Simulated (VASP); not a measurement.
Input:

```
CELL_PARAMETERS angstrom
      4.93640     0.00000     0.00000
      0.00000     4.93640     0.00000
      0.00000     0.00000     4.93640
ATOMIC_POSITIONS crystal
  Sr 0.00000 0.00000 0.00000
  Pb 0.00000 0.50000 0.50000
  Pb 0.50000 0.00000 0.50000
  Pb 0.50000 0.50000 0.00000
```

All values below come from PBEsol GGA, VASP's PBE PAW potentials (set 64) (plane waves; VASP). Numerical set-up: 400 eV cut-off, 7×7×7 Γ-centred mesh, tetrahedra with Blöchl corrections, potentials Sr_sv Pb_d.

The cores are frozen, which limits the accuracy of field gradients.

Problem. Give the principal components of the electric field gradient (V/Å²) and the asymmetry η at each nucleus.

Solution. 
| atom | Vxx | Vyy | Vzz | η |
|---|---|---|---|---|
| Sr1 | 0.0 | 0.0 | 0.0 | - |
| Pb2 | -138.9 | -138.9 | 277.7 | 0.00 |
| Pb3 | -138.9 | -138.9 | 277.7 | 0.00 |
| Pb4 | -138.9 | -138.9 | 277.7 | 0.00 |

The structure comes from a computed database's SrPb3 entry (Pm-3m); how it stands against other phases isn't given here. It was relaxed first.
